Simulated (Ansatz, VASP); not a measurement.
# Hf (Hafnium) in two plane-wave programs, part 2 of 2

Wanted: the spread between two codes on one cell, functional and k mesh. The cell is taken from a series of runs on this material, whose earlier steps may have relaxed, scaled, displaced or heated it; both programs get it as it stands.

VASP 6.6.1 and Ansatz 0.2.0.

So far: Set-up; Ansatz: zone-centre phonons, LDA; VASP: zone-centre phonons, LDA.

### Step 3. VASP: zone-centre phonons, LDA (continued)

Level of this step: LDA; plane waves and PAW (Hf_pv) (VASP).

Numbers of over 12 decimals in the logs are rounded to 6 here.

OUTCAR, selected parts (step 3):

```text
ion  position               nearest neighbor table
   1  0.333  0.667  0.250-   2 3.01   2 3.01   2 3.01   2 3.01   2 3.01   2 3.01
   2  0.667  0.333  0.750-   1 3.01   1 3.01   1 3.01   1 3.01   1 3.01   1 3.01

  LATTYP: Found a hexagonal cell.
 ALAT       =     3.1493801280
 C/A-ratio  =     1.5213303719

 Subroutine GETGRP returns: Found 24 space group operations
 (whereof 12 operations were pure point group operations)

The static configuration has the point symmetry D_3d.
 The point group associated with its full space group is D_6h.

 Found    135 irreducible k-points:

   k-points           NKPTS =    135   k-points in BZ     NKDIM =    135   number of bands    NBANDS=     16

   dimension x,y,z NGX =    24 NGY =   24 NGZ =   36
   dimension x,y,z NGXF=    48 NGYF=   48 NGZF=   72

   ENCUT  =  500.0 eV  36.75 Ry    6.06 a.u.   5.74  5.74  8.74*2*pi/ulx,y,z

   NELECT =      20.0000    total number of electrons

 k-points in reciprocal lattice and weights: Automatic mesh
   0.00000000  0.00000000  0.00000000       0.001
   0.06666667  0.00000000  0.00000000       0.003
   0.13333333  0.00000000  0.00000000       0.003
   0.20000000  0.00000000  0.00000000       0.003
   0.26666667  0.00000000  0.00000000       0.003
   0.33333333  0.00000000  0.00000000       0.003
   0.40000000  0.00000000  0.00000000       0.003
   0.46666667  0.00000000  0.00000000       0.003
   0.06666667  0.06666667  0.00000000       0.003
[...]
0.33333333  0.26666667  0.50000000       0.007
   0.33333333  0.33333333  0.50000000       0.001

 average (electrostatic) potential at core
       1 -36.8384       2 -36.8384

  Total       -0.0000761     -0.0000761      1.4068422     -0.0000000      0.0000000      0.0000000
  in kB       -0.0029621     -0.0029621     54.7679586     -0.0000000      0.0000000      0.0000000
  external PRESSURE =      18.2540114 kB  Pullay stress =       0.0000000 kB

  energy-cutoff  :      500.00
  volume of cell :       41.16
      direct lattice vectors                 reciprocal lattice vectors
     3.149380128  0.000000000  0.000000000     0.317522801  0.183321875  0.000000000
    -1.574690064  2.727443197  0.000000000     0.000000000  0.366643749  0.000000000
     0.000000000  0.000000000  4.791247642     0.000000000  0.000000000  0.208713904

 POSITION                                       TOTAL-FORCE (eV/Angst)
 -----------------------------------------------------------------------------------
      0.00000      1.81830      1.19781        -0.000000     -0.000000      0.000000
      1.57469      0.90915      3.59344         0.000000      0.000000      0.000000
 -----------------------------------------------------------------------------------
    total drift:                               -0.000002     -0.000004      0.000000

 Eigenvectors and eigenvalues of the dynamical matrix
 ----------------------------------------------------

   1 f  =    4.129261 THz    25.944914 2PiTHz  137.737330 cm-1    17.077245 meV
             X         Y         Z           dx          dy          dz
      0.000000  1.818295  1.197812     0.000000    0.000000   -0.707107
      1.574690  0.909148  3.593436     0.000000    0.000000    0.707107

   2 f  =    2.317292 THz    14.559974 2PiTHz   77.296536 cm-1     9.583545 meV
             X         Y         Z           dx          dy          dz
      0.000000  1.818295  1.197812     0.707107    0.000002   -0.000000
      1.574690  0.909148  3.593436    -0.707107   -0.000002    0.000000

   3 f  =    2.317292 THz    14.559974 2PiTHz   77.296536 cm-1     9.583545 meV
             X         Y         Z           dx          dy          dz
      0.000000  1.818295  1.197812     0.000002   -0.707107   -0.000000
      1.574690  0.909148  3.593436    -0.000002    0.707107    0.000000

   4 f  =    0.000000 THz     0.000000 2PiTHz    0.000001 cm-1     0.000000 meV
             X         Y         Z           dx          dy          dz
      0.000000  1.818295  1.197812     0.087704   -0.701647   -0.000000
      1.574690  0.909148  3.593436     0.087704   -0.701647    0.000000

   5 f  =    0.000000 THz     0.000000 2PiTHz    0.000000 cm-1     0.000000 meV
             X         Y         Z           dx          dy          dz
      0.000000  1.818295  1.197812     0.000000   -0.000000    0.707107
      1.574690  0.909148  3.593436     0.000000    0.000000    0.707107

   6 f/i=    0.000000 THz     0.000000 2PiTHz    0.000001 cm-1     0.000000 meV
             X         Y         Z           dx          dy          dz
      0.000000  1.818295  1.197812     0.701647    0.087704   -0.000000
      1.574690  0.909148  3.593436     0.701647    0.087704    0.000000

 ELASTIC MODULI CONTR FROM IONIC RELAXATION (kBar)
 Direction    XX          YY          ZZ          XY          YZ          ZX
 --------------------------------------------------------------------------------
 XX        -170.5665    170.5665     -0.0000     -0.0000      0.0000      0.0000
 YY         170.5665   -170.5665      0.0000      0.0000      0.0000      0.0000
 ZZ          -0.0000      0.0000     -0.0000     -0.0000      0.0000      0.0000
 XY          -0.0000      0.0000     -0.0000   -170.5665      0.0000      0.0000
 YZ           0.0000      0.0000      0.0000      0.0000      0.0000      0.0000
 ZX           0.0000      0.0000      0.0000      0.0000      0.0000      0.0000
 --------------------------------------------------------------------------------
```

Harder data sets than Hf_pv exist (the GW ones), and pressures, volumes and forces can shift noticeably with them.

### Step 4. Comparison

Known differences besides the potentials themselves: the data sets hold 52 valence electrons in Ansatz (on its PAW soft_1 files) and 20 in VASP; the cutoff is 420 eV in Ansatz and 500 eV in VASP; VASP's log shows a relativistic correction to its local exchange, Ansatz's none. Total energies have different zeros and are not compared.

The two programs side by side:

```
                  quantity  Ansatz   VASP  difference
optical mode 1 to 2 (cm⁻¹)    78.1   77.3     +1.05 %
     optical mode 3 (cm⁻¹)   139.2  137.7     +1.03 %
```

Modes are paired by rising frequency, not by their patterns, so a pair may set unlike modes beside each other; they are those without the splitting of longitudinal modes.

### Step 5. Summary of results

- r.m.s. difference of the optical zone-centre modes, each program's sorted by frequency (zone-centre phonons, LDA): 1.1 cm⁻¹
- difference in optical mode 1 to 2 (zone-centre phonons, LDA): +1.1 %

What this shows: The r.m.s. difference of the optical zone-centre modes, each program's sorted by frequency is 1.1 cm⁻¹ (zone-centre phonons, LDA). The data sets hold unlike numbers of valence electrons (52 in Ansatz and 20 in VASP), so part of the differences comes from the potentials. Among the rows given in per cent, the largest difference of the zone-centre phonons, LDA pair is in optical mode 1 to 2, +1.1 %. Such differences can come from data sets, numerical settings and the points named under the comparisons, not from the functional's error against experiment.

[Lines on the potential files, build, host, timing and source positions are cut from VASP's logs without a mark.]

[Logs are printed without paths, hosts, clocks, repeated set-up lines and the standing remarks that a program may print on its own settings, such as how far it seeks lower states.]

[Hosts, paths, dates, database ids (printed as entryN), source tags and the programs' standing remarks are cut or masked in the printed files.]
